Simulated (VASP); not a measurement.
These are LDA (Ceperley-Alder, Perdew-Zunger), VASP's LDA PAW potentials (set 64) (plane waves; VASP) values and carry that method's errors.

The input files of a VASP run:

INCAR:
```
SYSTEM  =  KTaO3
PREC  =  Accurate; ENCUT  =  620; LREAL  =  .False.
LASPH  =  .True.
EDIFF  =  1E-6; NELM  =  100; ALGO  =  Normal
LMAXMIX  =  6
ISMEAR  =  0; SIGMA  =  0.05
IBRION  =  2; NSW  =  40; ISIF  =  3
EDIFFG  =  -0.02; PSTRESS  =  50
LWAVE  =  .False.; LCHARG  =  .False.
```

### POSCAR
```
KTaO3
1
    3.9585596580     0.0000000000     0.0000000000
    0.0000000000     3.9585596580     0.0000000000
    0.0000000000     0.0000000000     3.9585596580
K Ta O
1 1 3
Direct
  0.0000000000   0.0000000000   0.0000000000
  0.5000000000   0.5000000000   0.5000000000
  0.5000000000   0.0000000000   0.5000000000
  0.0000000000   0.5000000000   0.5000000000
  0.5000000000   0.5000000000   0.0000000000
```

File KPOINTS:
```
Automatic mesh
0
G
6 6 6
0 0 0
```

POTCAR, in this order: K_sv Ta_pv O (LDA.64 set). Program: vasp_std.

Task: What will the output report for the number of irreducible k-points (NKPTS), largest plane-wave count, number of space-group operations, FFT grid (NGX, NGY, NGZ)?

Result: 
```json
{
  "number of irreducible k-points (NKPTS)": "20",
  "largest_plane_wave_count": "2196",
  "number_of_space_group_operations": "48",
  "FFT grid (NGX, NGY, NGZ)": "32 × 32 × 32"
}
```

The compound is KTaO3 in the cubic perovskite structure. This run relaxes it under an external pressure of 5 GPa. Symmetry was kept, so distortions that lower it aren't found.
